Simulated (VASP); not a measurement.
Output of a VASP run:

File OUTCAR:
```
 ion  position               nearest neighbor table
   1  0.993  0.996  1.000-   2 2.56   2 2.56   3 2.56   3 2.57   3 2.57   3 2.57   2 2.58   2 2.58
                             2 2.59   2 2.59   3 2.60   3 2.60
   2  0.335  0.668  0.500-   3 1.85   3 1.86   3 1.86   1 2.56   1 2.56   1 2.58   1 2.58   1 2.59
                             1 2.59
   3  0.671  0.336  0.500-   2 1.85   2 1.86   2 1.86   1 2.56   1 2.57   1 2.57   1 2.57   1 2.60
                             1 2.60
  LATTYP: Found a hexagonal cell.
 ALAT       =     3.2124783836
 C/A-ratio  =     1.1135645358
 Subroutine PRICEL returns:
 Original cell was already a primitive cell.
 Subroutine GETGRP returns: Found  1 space group operations
The static configuration has the point symmetry C_1 .
The dynamic configuration has the point symmetry C_1 .
 Subroutine INISYM returns: Found  1 space group operations
 Subroutine IBZKPT returns following result:
 Found   1080 irreducible k-points:

 Following reciprocal coordinates:
            Coordinates               Weight
  0.000000  0.000000  0.000000      1.000000
  0.071429  0.000000  0.000000      2.000000
  0.000000  0.071429  0.000000      2.000000
 -0.071429  0.071429  0.000000      2.000000
  0.142857  0.000000  0.000000      2.000000
  0.000000  0.142857  0.000000      2.000000
 -0.142857  0.142857  0.000000      2.000000
  0.214286  0.000000  0.000000      2.000000
  0.000000  0.214286  0.000000      2.000000
 -0.214286  0.214286  0.000000      2.000000
  0.285714 -0.000000  0.000000      2.000000
 -0.000000  0.285714  0.000000      2.000000
 -0.285714  0.285714  0.000000      2.000000
  0.357143 -0.000000  0.000000      2.000000
 -0.000000  0.357143  0.000000      2.000000
 -0.357143  0.357143  0.000000      2.000000
  0.428571  0.000000  0.000000      2.000000
  0.000000  0.428571  0.000000      2.000000
 -0.428571  0.428571  0.000000      2.000000
  0.500000  0.000000  0.000000      1.000000
  0.000000  0.500000  0.000000      1.000000
  0.500000  0.500000  0.000000      1.000000
  0.071429  0.071429  0.000000      2.000000
 -0.071429  0.142857  0.000000      2.000000
 -0.142857  0.071429  0.000000      2.000000
  0.142857  0.071429  0.000000      2.000000
 -0.071429  0.214286  0.000000      2.000000
 -0.214286  0.142857  0.000000      2.000000
 -0.142857  0.214286  0.000000      2.000000
  0.071429  0.142857  0.000000      2.000000
  0.214286 -0.071429  0.000000      2.000000
  0.214286  0.071429  0.000000      2.000000
 -0.071429  0.285714  0.000000      2.000000
 -0.285714  0.214286  0.000000      2.000000
 -0.214286  0.285714  0.000000      2.000000
  0.071429  0.214286  0.000000      2.000000
  0.285714 -0.071429  0.000000      2.000000
  0.285714  0.071429  0.000000      2.000000
 -0.071429  0.357143  0.000000      2.000000
 -0.357143  0.285714  0.000000      2.000000
   k-points           NKPTS =   1080   k-points in BZ     NKDIM =   1080   number of bands    NBANDS=     13
   number of dos      NEDOS =    301   number of ions     NIONS =      3
   total plane-waves  NPLWV =  13824
   dimension x,y,z NGX =    24 NGY =   24 NGZ =   24
   dimension x,y,z NGXF=    48 NGYF=   48 NGZF=   48
   ions per type =               1   2
   PREC   = accura    normal or accurate (medium, high low for compatibility)
   ISTART =      0    job   : 0-new  1-cont  2-samecut
   ICHARG =      2    charge: 1-file 2-atom 10-const
   ISPIN  =      1    spin polarized calculation?
   LNONCOLLINEAR =      F non collinear calculations
   LSORBIT =      F    spin-orbit coupling
   INIWAV =      1    electr: 0-lowe 1-rand  2-diag
   ENCUT  =  400.0 eV  29.40 Ry    5.42 a.u.   5.24  5.24  5.83*2*pi/ulx,y,z
   NELM   =    100;   NELMIN=  2; NELMDL= -5     # of ELM steps
   EDIFF  = 0.1E-05   stopping-criterion for ELM
   LREAL  =      F    real-space projection
   NLSPLINE    = F    spline interpolate recip. space projectors
   LMAXMIX     =    4 max onsite mixed and CHGCAR
...
```

File OSZICAR:
```
       N       E                     dE             d eps       ncg     rms          rms(c)
DAV:   1     0.866336296619E+02    0.86634E+02   -0.84660E+03 28152   0.113E+03
DAV:   2    -0.245559317616E+02   -0.11119E+03   -0.10768E+03 33200   0.298E+02
DAV:   3    -0.287453680130E+02   -0.41894E+01   -0.41393E+01 45262   0.507E+01
DAV:   4    -0.288326872843E+02   -0.87319E-01   -0.87284E-01 35303   0.698E+00
DAV:   5    -0.288352673258E+02   -0.25800E-02   -0.25800E-02 44247   0.882E-01    0.205E+01
DAV:   6    -0.263745037381E+02    0.24608E+01   -0.73392E+00 34646   0.188E+01    0.836E+00
DAV:   7    -0.263389995504E+02    0.35504E-01   -0.81678E-01 43142   0.582E+00    0.299E+00
DAV:   8    -0.263360976516E+02    0.29019E-02   -0.87907E-02 33447   0.266E+00    0.727E-01
DAV:   9    -0.263335606446E+02    0.25370E-02   -0.15584E-02 36206   0.990E-01    0.139E-01
DAV:  10    -0.263335027367E+02    0.57908E-04   -0.93354E-04 36173   0.285E-01    0.395E-02
DAV:  11    -0.263335121635E+02   -0.94268E-05   -0.27734E-05 39574   0.595E-02    0.120E-02
DAV:  12    -0.263335117725E+02    0.39102E-06   -0.12187E-06 25084   0.120E-02
   1 F= -.26333512E+02 E0= -.26328202E+02  d E =-.106201E-01
```

OUTCAR:
```
------------------------ aborting loop because EDIFF is reached ----------------------------------------
  FORCE on cell =-STRESS in cart. coord.  units (eV):
  Direction    XX          YY          ZZ          XY          YZ          ZX
  --------------------------------------------------------------------------------------
  Total       -2.4923423     -2.4787914     -2.3823319      0.0081459     -0.0005485      0.0012742
  in kB     -124.8968959   -124.2178302   -119.3840246      0.4082076     -0.0274881      0.0638509
  external PRESSURE =    -122.8329169 kB  Pullay stress =       0.0000000 kB
  volume of cell :       31.97
      direct lattice vectors                 reciprocal lattice vectors
     1.606239000 -2.782088000  0.000000000     0.311286178 -0.179721130  0.000000000
     1.606239000  2.782088000  0.000000000     0.311286178  0.179721130  0.000000000
     0.000000000  0.000000000  3.577302000     0.000000000  0.000000000  0.279540279
 POSITION                                       TOTAL-FORCE (eV/Angst)
 -----------------------------------------------------------------------------------
      3.19510      0.00719      3.57653         0.305224     -0.126179      0.013956
      1.61219      0.92608      1.78766        -0.096938      0.016709      0.008412
      1.61767     -0.93328      1.79041        -0.208286      0.109469     -0.022368
 -----------------------------------------------------------------------------------
    total drift:                                0.000102     -0.000041      0.000005
  FREE ENERGIE OF THE ION-ELECTRON SYSTEM (eV)
  ---------------------------------------------------
  free  energy   TOTEN  =       -26.3335117725 eV

  energy  without entropy=      -26.3228916544  energy(sigma->0) =      -26.32820171
```
(Selected blocks of OUTCAR.)

### POSCAR
```
ZrB2
1
    1.6062390000    -2.7820880000     0.0000000000
    1.6062390000     2.7820880000     0.0000000000
    0.0000000000     0.0000000000     3.5773020000
Zr B
1 2
Direct
 -0.0067020000  -0.0041170000  -0.0002150000
  0.3354150000   0.6682890000   0.4997220000
  0.6712870000   0.3358280000   0.5004930000
```

### Question
Write an INCAR and KPOINTS that could have produced this output.

### Answer
One answer among several that fit: the input of the run itself, PBEsol GGA, plane waves, VASP's PBE PAW potentials (set 64).

File KPOINTS:
```
kpoints
0
gamma
14 14 11
0 0 0
```

INCAR:
```
SYSTEM = ZrB2
PREC = Accurate; ENCUT = 400; LREAL = .FALSE.
LASPH = .TRUE.
EDIFF = 1E-6; NELM = 100; ALGO = Normal
LMAXMIX = 4
ISMEAR = 0; SIGMA = 0.272
GGA = PS
ISIF = 2
LWAVE = .FALSE.; LCHARG = .FALSE.
```

POTCAR, in this order: Zr_sv B (PBE.64 set). Program: vasp_std.

At this cut-off the stress carries a Pulay error, which pulls relaxed volumes low.

The structure is a typed ZrB2 crystal. The cell was not relaxed at this level, atoms are displaced from their ideal sites.
